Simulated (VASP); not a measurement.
# GaGe3 (Pm-3m) in VASP: single point with PBE

Aim: the single point of GaGe3 with PBE.

Everything below comes from runs of VASP 6.6.1. Logs are shortened: lines on timing, memory, paths and dates and some standing lists are left out, and cuts for length are marked.

## (1) Starting point

Symmetry: Pm-3m, No. 221, cubic system. Conventional cell: a = 4.279 Å, b = 4.279 Å, c = 4.279 Å, α = 90.00°, β = 90.00°, γ = 90.00°. Ga (site symmetry m-3m) is surrounded by 12 Ge at 3.03 Å. Ge (site symmetry 4/mmm) is surrounded by 4 Ga at 3.03 Å and 8 Ge at 3.03 Å.

The cell comes from a database or a generator and needn't be the stable form of this composition.

## (2) Single point, PBE

INCAR

```
SYSTEM = GaGe3
ALGO = Normal
EDIFF = 1E-6
ENCUT = 520
GGA = PE
ISIF = 2
ISMEAR = 1
LASPH = .True.
LCHARG = .True.
LELF = .True.
LREAL = .False.
LVHAR = .True.
LWAVE = .False.
NBANDS = 36
NELM = 100
PREC = Accurate
SIGMA = 0.05
```

KPOINTS

```
k-points
0
Gamma
  6 6 6
  0 0 0
```

POSCAR

```
GaGe3
1.0
    4.2785000000      0.0000000000      0.0000000000
    0.0000000000      4.2785000000      0.0000000000
    0.0000000000      0.0000000000      4.2785000000
Ga Ge
1 3
Direct
    0.0000000000      0.0000000000      0.0000000000
    0.0000000000      0.5000000000      0.5000000000
    0.5000000000      0.0000000000      0.5000000000
    0.5000000000      0.5000000000      0.0000000000
```

Potentials or basis: VASP PAW PBE potentials, release 64 (Ga_d, Ge_d).

Launch:

```
$ cat potpaw_PBE.64/Ga_d/POTCAR potpaw_PBE.64/Ge_d/POTCAR > POTCAR
$ mpirun -np 1 vasp_std > vasp.out
```

OUTCAR:

```text
SYSTEM = GaGe3
   EDIFF = 1E-6
   ENCUT = 520
   GGA = PE
   ISIF = 2
   ISMEAR = 1
   LASPH = .True.
   LREAL = .False.
   NELM = 100
   PREC = Accurate

 ion  position               nearest neighbor table
   1  0.000  0.000  0.000-
   2  0.000  0.500  0.500-
   3  0.500  0.000  0.500-
   4  0.500  0.500  0.000-

  LATTYP: Found a simple cubic cell.
 ALAT       =     4.2785000000

  Lattice vectors:

 A1 = (   4.2785000000,   0.0000000000,   0.0000000000)
 A2 = (   0.0000000000,   4.2785000000,   0.0000000000)
 A3 = (   0.0000000000,   0.0000000000,   4.2785000000)

Analysis of symmetry for initial positions (statically):
=====================================================================
 Subroutine PRICEL returns:
 Original cell was already a primitive cell.

 Routine SETGRP: Setting up the symmetry group for a
 simple cubic supercell.

 Subroutine GETGRP returns: Found 48 space group operations
 (whereof 48 operations were pure point group operations)
 out of a pool of 48 trial point group operations.

The static configuration has the point symmetry O_h .

Analysis of symmetry for dynamics (positions and initial velocities):
=====================================================================
 Subroutine PRICEL returns:
 Original cell was already a primitive cell.

 Routine SETGRP: Setting up the symmetry group for a
 simple cubic supercell.

 Subroutine GETGRP returns: Found 48 space group operations
 (whereof 48 operations were pure point group operations)
 out of a pool of 48 trial point group operations.

The dynamic configuration has the point symmetry O_h .

 Subroutine INISYM returns: Found 48 space group operations
 (whereof 48 operations are pure point group operations),
 and found     1 'primitive' translations

----------------------------------------------------------------------------------------

                                     Primitive cell

  volume of cell :      78.3203

  direct lattice vectors                    reciprocal lattice vectors
     4.278500000  0.000000000  0.000000000     0.233726773  0.000000000  0.000000000
     0.000000000  4.278500000  0.000000000     0.000000000  0.233726773  0.000000000
     0.000000000  0.000000000  4.278500000     0.000000000  0.000000000  0.233726773

  length of vectors
     4.278500000  4.278500000  4.278500000     0.233726773  0.233726773  0.233726773

  position of ions in fractional coordinates (direct lattice)
     0.000000000  0.000000000  0.000000000
     0.000000000  0.500000000  0.500000000
     0.500000000  0.000000000  0.500000000
     0.500000000  0.500000000  0.000000000

  ion indices of the primitive-cell ions
   primitive index   ion index
                 1           1
                 2           2
                 3           3
                 4           4

----------------------------------------------------------------------------------------

 KPOINTS: k-points

Automatic generation of k-mesh.
 Grid dimensions read from file:
 generate k-points for:    6    6    6

 Generating k-lattice:

  Cartesian coordinates                     Fractional coordinates (reciprocal lattice)
     0.038954462  0.000000000  0.000000000     0.166666667  0.000000000  0.000000000
     0.000000000  0.038954462  0.000000000     0.000000000  0.166666667  0.000000000
     0.000000000  0.000000000  0.038954462     0.000000000  0.000000000  0.166666667

  Length of vectors
     0.038954462  0.038954462  0.038954462

  Shift w.r.t. Gamma in fractional coordinates (k-lattice)
     0.000000000  0.000000000  0.000000000

 Subroutine IBZKPT returns following result:
 ===========================================

 Found     20 irreducible k-points:

 Following reciprocal coordinates:
            Coordinates               Weight
  0.000000  0.000000  0.000000      1.000000
  0.166667  0.000000  0.000000      6.000000
  0.333333  0.000000  0.000000      6.000000
  0.500000  0.000000  0.000000      3.000000
  0.166667  0.166667  0.000000     12.000000
  0.333333  0.166667  0.000000     24.000000
[... 12 lines left out ...]
  0.500000  0.500000  0.333333      6.000000
  0.500000  0.500000  0.500000      1.000000
   k-points           NKPTS =     20   k-points in BZ     NKDIM =     20   number of bands    NBANDS=     36
   number of dos      NEDOS =    301   number of ions     NIONS =      4
   total plane-waves  NPLWV =  32768
   dimension x,y,z NGX =    32 NGY =   32 NGZ =   32
   dimension x,y,z NGXF=    64 NGYF=   64 NGZF=   64
   ions per type =               1   3
   NGX,Y,Z   is equivalent  to a cutoff of  12.43, 12.43, 12.43 a.u.
   NGXF,Y,Z  is equivalent  to a cutoff of  24.87, 24.87, 24.87 a.u.
 SYSTEM =  GaGe3
   PREC   = accura    normal or accurate (medium, high low for compatibility)
   ISTART =      0    job   : 0-new  1-cont  2-samecut
   ICHARG =      2    charge: 1-file 2-atom 10-const
   ISPIN  =      1    spin polarized calculation?
   LNONCOLLINEAR =      F non collinear calculations
   LSORBIT =      F    spin-orbit coupling
   LASPH  =      T    aspherical Exc in radial PAW
   ENCUT  =  520.0 eV  38.22 Ry    6.18 a.u.   7.96  7.96  7.96*2*pi/ulx,y,z
   NELM   =    100;   NELMIN=  2; NELMDL= -5     # of ELM steps
   EDIFF  = 0.1E-05   stopping-criterion for ELM
   LREAL  =      F    real-space projection
   EDIFFG = 0.1E-04   stopping-criterion for IOM
   NSW    =      0    number of steps for IOM
   IBRION =     -1    ionic relax: 0-MD 1-quasi-New 2-CG
   NFREE  =      0    steps in history (QN), initial steepest desc. (CG)
   ISIF   =      2    stress and relaxation
   ISYM   =      2    0-nonsym 1-usesym 2-fastsym
   POTIM  = 0.5000    time-step for ionic-motion
   TEBEG  =    0.0;   TEEND  =   0.0 temperature during run
   PSTRESS=    0.0 pullay stress
   NELECT =      55.0000    total number of electrons
   NUPDOWN=      -1.0000    fix difference up-down
   EMIN   =  10.00;   EMAX   =-10.00  energy-range for DOS
   EFERMI =   0.00;   METHOD = LEGACY
   ISMEAR =     1;   SIGMA  =   0.05  broadening in eV -4-tet -1-fermi 0-gaus
   EFERMI_NEDOS =   21; number of points for ismear=-14 and -15
   IALGO  =     38    algorithm
   IMIX   =      4    mixing-type and parameters
     AMIX     =   0.40;   BMIX     =  1.00
     AMIX_MAG =   1.60;   BMIX_MAG =  1.00
  volume/ion in A,a.u.               =      19.58       132.13
  Fermi-wavevector in a.u.,A,eV,Ry     =   1.455138  2.749812 28.809339  2.117427
  Thomas-Fermi vector in A             =   2.572207
   LORBIT       =      0    0 simple, 1 ext, 2 COOP (PROOUT), +10 PAW based schemes
   GGA     = PE    functional components
   LHFCALC =     F    Hartree Fock is set to
   AEXX    =    0.0000 exact exchange contribution
   IVDW    =     0    specifies the selected vdW correction
   LEPSILON=     F    determine dielectric tensor
   LRPA    =     F    only Hartree local field effects (RPA)
 non-spin polarized calculation
 Methfessel and Paxton  Order N= 1 SIGMA  =   0.05
  energy-cutoff  :      520.00
  volume of cell :       78.32
 maximum number of plane-waves:      2176
 NGX is ok and might be reduce to    32
   NGX = 15   NGY = 15   NGZ = 15

 number of electron      54.9999920 magnetization

 Free energy of the ion-electron system (eV)
  ---------------------------------------------------
  ext. energy  EPLUGINS =         0.00000000
  ---------------------------------------------------
  free energy    TOTEN  =       -15.40403058 eV

  energy without entropy =      -15.40447241  energy(sigma->0) =      -15.40417786

 E-fermi :   6.1110     XC(G=0): -11.0426

 val. band max:        6.1078661332   @ k =   0.5000   0.0000   0.0000
 cond. band min:       6.1221007152   @ k =   0.3333   0.0000   0.0000
 fundamental gap:      0.0142345820
 Fermi energy:         6.1110331033

 k-point     1 :       0.0000    0.0000    0.0000
  band No.  band energies     occupation
      1     -18.6594      2.00000
      2     -18.6594      2.00000
      3     -18.6594      2.00000
      4     -18.6496      2.00000
      5     -18.6142      2.00000
      6     -18.6142      2.00000
[... 28 lines left out ...]
     35      12.7860      0.00000
     36      13.1479      0.00000

 k-point     2 :       0.1667    0.0000    0.0000
  band No.  band energies     occupation
      1     -18.6582      2.00000
      2     -18.6514      2.00000
      3     -18.6514      2.00000
      4     -18.6445      2.00000
      5     -18.6135      2.00000
      6     -18.6097      2.00000
[... 28 lines left out ...]
     35      13.3537      0.00000
     36      14.2296      0.00000

 k-point     3 :       0.3333    0.0000    0.0000
  band No.  band energies     occupation
      1     -18.6558      2.00000
      2     -18.6318      2.00000
      3     -18.6297      2.00000
      4     -18.6297      2.00000
      5     -18.6120      2.00000
      6     -18.5983      2.00000
[... 28 lines left out ...]
     35      12.9915      0.00000
     36      12.9915      0.00000

 k-point     4 :       0.5000    0.0000    0.0000
  band No.  band energies     occupation
      1     -18.6546      2.00000
      2     -18.6229      2.00000
      3     -18.6101      2.00000
      4     -18.6055      2.00000
      5     -18.6055      2.00000
      6     -18.5946      2.00000
[... 28 lines left out ...]
     35      11.9264      0.00000
     36      11.9264      0.00000

 k-point     5 :       0.1667    0.1667    0.0000
  band No.  band energies     occupation
      1     -18.6524      2.00000
      2     -18.6482      2.00000
      3     -18.6472      2.00000
      4     -18.6382      2.00000
      5     -18.6112      2.00000
      6     -18.6065      2.00000
[... 499 lines left out ...]
 k-point    18 :       0.5000    0.3333    0.3333
  band No.  band energies     occupation
      1     -18.6309      2.00000
      2     -18.6234      2.00000
      3     -18.6226      2.00000
      4     -18.6199      2.00000
      5     -18.6194      2.00000
      6     -18.6171      2.00000
[... 28 lines left out ...]
     35      13.2743      0.00000
     36      13.6557      0.00000

 k-point    19 :       0.5000    0.5000    0.3333
  band No.  band energies     occupation
      1     -18.6265      2.00000
      2     -18.6265      2.00000
      3     -18.6254      2.00000
      4     -18.6211      2.00000
      5     -18.6202      2.00000
      6     -18.6202      2.00000
[... 28 lines left out ...]
     35      14.1731      0.00000
     36      14.1731      0.00000

 k-point    20 :       0.5000    0.5000    0.5000
  band No.  band energies     occupation
      1     -18.6285      2.00000
      2     -18.6285      2.00000
      3     -18.6285      2.00000
      4     -18.6244      2.00000
      5     -18.6229      2.00000
      6     -18.6229      2.00000
[... 28 lines left out ...]
     35      14.6570      0.00000
     36      14.6570      0.00000

------------------------ aborting loop because EDIFF is reached ----------------------------------------

  FORCE on cell =-STRESS in cart. coord.  units (eV):
  Direction    XX          YY          ZZ          XY          YZ          ZX
  --------------------------------------------------------------------------------------
  -------------------------------------------------------------------------------------
  Total        0.0640882      0.0640882      0.0640882      0.0000000      0.0000000      0.0000000
  in kB        1.3110343      1.3110343      1.3110343      0.0000000      0.0000000      0.0000000
  external PRESSURE =       1.3110343 kB  Pullay stress =       0.0000000 kB

 VOLUME and BASIS-vectors are now :
 -----------------------------------------------------------------------------
  energy-cutoff  :      520.00
  volume of cell :       78.32
      direct lattice vectors                 reciprocal lattice vectors
     4.278500000  0.000000000  0.000000000     0.233726773  0.000000000  0.000000000
     0.000000000  4.278500000  0.000000000     0.000000000  0.233726773  0.000000000
     0.000000000  0.000000000  4.278500000     0.000000000  0.000000000  0.233726773

 POSITION                                       TOTAL-FORCE (eV/Angst)
 -----------------------------------------------------------------------------------
      0.00000      0.00000      0.00000         0.000000      0.000000      0.000000
      0.00000      2.13925      2.13925         0.000000      0.000000      0.000000
      2.13925      0.00000      2.13925         0.000000      0.000000      0.000000
      2.13925      2.13925      0.00000         0.000000      0.000000      0.000000
 -----------------------------------------------------------------------------------
    total drift:                                0.000000     -0.000000     -0.000000

  FREE ENERGIE OF THE ION-ELECTRON SYSTEM (eV)
  ---------------------------------------------------
  free  energy   TOTEN  =       -15.4040305775 eV

  energy  without entropy=      -15.4044724114  energy(sigma->0) =      -15.40417786
```

Wall time 21 s (1 thread of Intel Xeon Platinum 8488C (Sapphire Rapids), shared host); peak memory 0.2 GiB.

What came out:

```yaml
Free_energy: -15.4040 eV
Pressure: 0.1 GPa
Band_gap_on_the_k_mesh: none (metal or under the smearing width)
```

Levels at points of the mesh, in eV from the Fermi level:
```csv
k point,band 25,band 26,band 27,band 28,band 29,band 30,band 31,band 32
"(0.00, 0.00, 0.00)",-3.75,-3.75,-3.29,2.63,2.63,2.63,3.56,3.56
"(0.50, 0.00, 0.00)",-1.90,-1.90,-1.29,-1.29,0.00,0.24,4.41,4.58
"(0.50, 0.50, 0.00)",-0.72,-0.15,-0.15,0.07,0.26,0.26,0.70,1.63
"(0.50, 0.50, 0.50)",-5.17,-4.86,-4.86,-4.86,6.62,6.62,6.69,6.69
```
